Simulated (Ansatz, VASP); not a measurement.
# NiO (rocksalt prototype): VASP beside Ansatz, part 3 of 3

One calculation is typed for both programs; each brings its own data sets. How far apart do they land? The start cell is built, not measured: As first built, before any earlier steps moved the atoms (in the runner's words): rocksalt prototype, lattice guessed from radii. The cell is taken from a series of runs on this material, whose earlier steps may have relaxed, scaled, displaced or heated it; both programs get it as it stands.

VASP 6.6.1 and Ansatz 0.2.0.

So far. Step 6 (VASP: single point, LDA, DFT+U, pair 2): The run ends at a pressure of -20.72 GPa.

### 9. Ansatz: single point, LDA, DFT+U, pair 3

Level of this step: Ansatz beside VASP: Kohn-Sham DFT, plane waves, LDA, DFT+U (Ansatz).

With cell and atoms fixed, the geometry can't cause a difference; cores, projectors, grids and the points listed under the comparison can.

The cell is taken from a series of runs on this material, whose earlier steps may have relaxed, scaled, displaced or heated it; both programs get it as it stands.

input.yaml reads:

```yaml
crystal:
  lattice:
    - [0.0, -2.10134405, -2.10134405]
    - [-4.2026881, 0.0, 0.0]
    - [2.10134405, 4.2026881, -2.10134405]
  atoms:
    - { symbol: Ni, position: [0.666666667, 0.666666667, 0.333333333], spin: 2.0 }
    - { symbol: Ni, position: [0.333333333, 0.333333333, 0.666666667], spin: 2.0 }
    - { symbol: Ni, position: [0.0, 0.0, 0.0], spin: -2.0 }
    - { symbol: O, position: [0.666666667, 0.166666667, 0.333333333] }
    - { symbol: O, position: [0.333333333, 0.833333333, 0.666666667] }
    - { symbol: O, position: [0.0, 0.5, 0.0] }
magnetization:
  spin_polarized: true
kpoints:
  mp_grid: { grid: [10, 10, 10] }
hamiltonian:
  xc: lda
  hubbard:
    sites:
      - { species: Ni, l: d, u_eff: 7.2 }
      - { site: 0, l: d, u_eff: 7.2, starting_ns: [{ spin: up, occupation_matrix: ni1_major }, { spin: down, occupation_matrix: ni1_minor }] }
      - { site: 1, l: d, u_eff: 7.2, starting_ns: [{ spin: up, occupation_matrix: ni1_major }, { spin: down, occupation_matrix: ni1_minor }] }
      - { site: 2, l: d, u_eff: 7.2, starting_ns: [{ spin: up, occupation_matrix: ni1_minor }, { spin: down, occupation_matrix: ni1_major }] }
    projectors: ortho-atomic
    occupation_matrices:
      ni1_major:
        matrix:
          - [0.998, 0.0, 0.0, 0.0, 0.0]
          - [0.0, 0.999, 0.0, 0.0, 0.0]
          - [0.0, 0.0, 0.999, 0.0, 0.0]
          - [0.0, 0.0, 0.0, 0.998, 0.0]
          - [0.0, 0.0, 0.0, 0.0, 0.999]
      ni1_minor:
        matrix:
          - [0.15, 0.0, 0.0, 0.0, 0.0]
          - [0.0, 0.997, 0.0, 0.0, 0.0]
          - [0.0, 0.0, 0.997, 0.0, 0.0]
          - [0.0, 0.0, 0.0, 0.15, 0.0]
          - [0.0, 0.0, 0.0, 0.0, 0.997]
scf:
  occupations: { method: fermi_dirac, width: 0.05 }
output:
  eigenvalues: true
```

Run with:

```console
$ ansatz run input.yaml --threads 4 --pin off --max-ram 8192MiB --backend cpu --events-out ev --progress --plain --runs-dir out
```

Numbers of over 12 decimals in the logs are rounded to 6 here.

The program printed:

```text
[...]
Crystal: 6 atoms, lattice volume = 55.673 Å³
Basis set: ecut = 420 eV, 1089 PW (Γ)
Bands: 47, of which v1, the nominal top of the filled ones, is band 36 counted from 1 (35 counted from 0)
Symmetry: 8 space group operations
[...]
k-points: 171 of 1000
[...]
Starting moments: Σ|m| = 6 μB on 3 of 6 sites
[...]
k-point 1 ↑: bands = [... 32 lower, 10.2949, 11.1174, 11.3088, 11.4026, 12.0030, 15.4246, 15.4656, 15.9602, ... 7 higher]
  k-point 2 ↑: bands = [... 32 lower, 10.5859, 10.6981, 11.3084, 11.4420, 12.0781, 15.4228, 16.0102, 16.0826, ... 7 higher]
  k-point 170 ↓: bands = [... 32 lower, 10.3564, 11.5539, 12.2335, 15.7952, 16.3315, 16.3798, 16.8338, 20.0411, ... 7 higher]
Occupation matrices written to <dir>
[key lines of the parts left out:]
SCF converged after 13 iterations
Magnetization: 2.0000 μB (37.0000 up, 35.0000 down)
Free energy (F): -18976.710223 eV
Fermi energy:    13.927429 eV
```

### 10. VASP: single point, LDA, DFT+U, pair 3

The same cell, functional (in two slightly different forms), mesh and smearing now go to VASP, with its own data sets.

INCAR reads:

```
SYSTEM = NiO
PREC = Accurate
ENCUT = 520
EDIFF = 1E-06
NELM = 200
ISMEAR = -1
SIGMA = 0.05
LREAL = .FALSE.
ALGO = Normal
GGA = PW92
NBANDS = 35
ISPIN = 2
MAGMOM = 1.69 1.69 -1.67 0.07 0.07 0.08
LDAU = .TRUE.
LDAUTYPE = 2
LDAUL = 2 -1
LDAUU = 7.2 0
LDAUJ = 0 0
LDAUPRINT = 1
LASPH = .TRUE.
LMAXMIX = 4
LORBIT = 11
LWAVE = .FALSE.
LCHARG = .FALSE.
ISIF = 2
GGA_COMPAT = .FALSE.
KPAR = 2
```

POSCAR reads:

```
NiO
1.0
    0.0000000000     -2.1013440500     -2.1013440500
   -4.2026881000      0.0000000000      0.0000000000
    2.1013440500      4.2026881000     -2.1013440500
Ni O
3 3
Direct
    0.6666666667      0.6666666667      0.3333333333
    0.3333333333      0.3333333333      0.6666666667
    0.0000000000      0.0000000000      0.0000000000
    0.6666666667      0.1666666667      0.3333333333
    0.3333333333      0.8333333333      0.6666666667
    0.0000000000      0.5000000000      0.0000000000
```

KPOINTS reads:

```
Automatic mesh
0
Gamma
10 10 10
0 0 0
```

The projector-augmented-wave data sets are Ni and O (LDA family, release 64).

Run with:

```console
$ mpirun -np 2 vasp_std
```

The program printed:

```text
[... set-up lines as in an earlier step ...]
 entering main loop
       N       E                     dE             d eps       ncg     rms          rms(c)
DAV:   1     0.447189745684E+03    0.44719E+03   -0.22100E+04 24316   0.183E+03
DAV:   2     0.299265114284E+02   -0.41726E+03   -0.38118E+03 24218   0.408E+02
DAV:   3    -0.302854559274E+02   -0.60212E+02   -0.57125E+02 26521   0.168E+02
DAV:   4    -0.322556159036E+02   -0.19702E+01   -0.19544E+01 27818   0.320E+01
[...]
DAV:  18    -0.345033364717E+02   -0.21745E-05   -0.28613E-06 25457   0.210E-02    0.513E-03
DAV:  19    -0.345033387923E+02   -0.23205E-05   -0.31678E-06 22875   0.323E-02    0.285E-03
DAV:  20    -0.345033394208E+02   -0.62857E-06   -0.28091E-06 21631   0.180E-02
   1 F= -.34503339E+02 E0= -.34503339E+02  d E =-.543017E-10  mag=     2.0000
```

From OUTCAR (step 10):

```text
  Total       -7.3711079     -7.5180432     -7.5180432      0.0000000      0.0229503      0.0000000
  in kB     -212.1292742   -216.3578501   -216.3578501      0.0000000      0.6604762      0.0000000
  external PRESSURE =    -214.9483248 kB  Pullay stress =       0.0000000 kB

 POSITION                                       TOTAL-FORCE (eV/Angst)
 -----------------------------------------------------------------------------------
     -2.10134     -0.00000     -2.10134         0.000000      0.021425     -0.021425
      0.00000      2.10134     -2.10134         0.000000     -0.021425      0.021425
      0.00000      0.00000      0.00000         0.000000      0.000000     -0.000000
     -0.00000     -0.00000     -2.10134        -0.000000      0.024917     -0.024917
     -2.10134      2.10134     -2.10134         0.000000     -0.024917      0.024917
     -2.10134      0.00000      0.00000        -0.000000      0.000000     -0.000000
 -----------------------------------------------------------------------------------
    total drift:                               -0.000000     -0.000000     -0.000000

  FREE ENERGIE OF THE ION-ELECTRON SYSTEM (eV)
  ---------------------------------------------------
  free  energy   TOTEN  =       -34.5033394208 eV

  energy  without entropy=      -34.5033394208  energy(sigma->0) =      -34.50333942

 magnetization (x)
# of ion       s       p       d       tot
------------------------------------------
    1        0.007   0.008   1.783   1.798
    2        0.007   0.008   1.783   1.798
    3       -0.005  -0.003  -1.770  -1.777
    4        0.005   0.052   0.000   0.057
    5        0.005   0.052   0.000   0.057
    6        0.006   0.056   0.000   0.062
--------------------------------------------------
tot          0.026   0.173   1.796   1.995

[... 1 part as in an earlier step ...]

[... 2 further parts left out ...]
[key lines of the parts left out:]
E-fermi :   6.9422
```

The run ends at a pressure of -21.49 GPa, with forces up to 0.035 eV/Å.

### 11. Differences

What differs besides the data sets and the points named for the pairs above, as far as they apply: the data sets hold 72 valence electrons in Ansatz (on its default PAW (the set named soft_2) files) and 48 in VASP. Total energies have different zeros and are not compared.

Both answers:

```
              quantity  Ansatz   VASP  difference
gap on the k mesh (eV)   2.409  2.835      -0.426
     total moment (μB)    2.00   2.00        0.00
    moment on Ni1 (μB)    1.69   1.80       -0.10
    moment on Ni2 (μB)    1.69   1.80       -0.10
    moment on Ni3 (μB)   -1.67  -1.78       +0.10
     moment on O6 (μB)    0.08   0.06       +0.01
     moment on O4 (μB)    0.07   0.06       +0.01
     moment on O5 (μB)    0.07   0.06       +0.01
```

A gap on the mesh is an upper bound, since the band edges may lie between its points.

### 12. What came out

| Item | Value |
| --- | --- |
| difference in total moment (single point, LDA, DFT+U, pair 1) | 0 μB |
| difference in gap on the k mesh (single point, LDA, DFT+U, pair 2) | -0.49 eV |
| difference in gap on the k mesh (single point, LDA, DFT+U, pair 3) | -0.43 eV |

**Reading.** The difference in gap on the k mesh is -0.49 eV (single point, LDA, DFT+U, pair 2). The data sets hold unlike numbers of valence electrons (72 in Ansatz and 48 in VASP), so part of the differences comes from the potentials. For single point, LDA, DFT+U, pair 2, no further run moves any of the tabulated differences by more than a quarter of its size. What causes the difference of the single point, LDA, DFT+U, pair 3 pair stays open here. 1 further run of this series is not shown here. How closely two codes agree says nothing of how well the functional describes the real material.

[Lines on the potential files, build, host, timing and source positions are cut from VASP's logs without a mark.]

[Logs are printed without paths, hosts, clocks, repeated set-up lines and the standing remarks that a program may print on its own settings, such as how far it seeks lower states.]

[Hosts, paths, dates, database ids (printed as entryN), source tags and the programs' standing remarks are cut or masked in the printed files.]
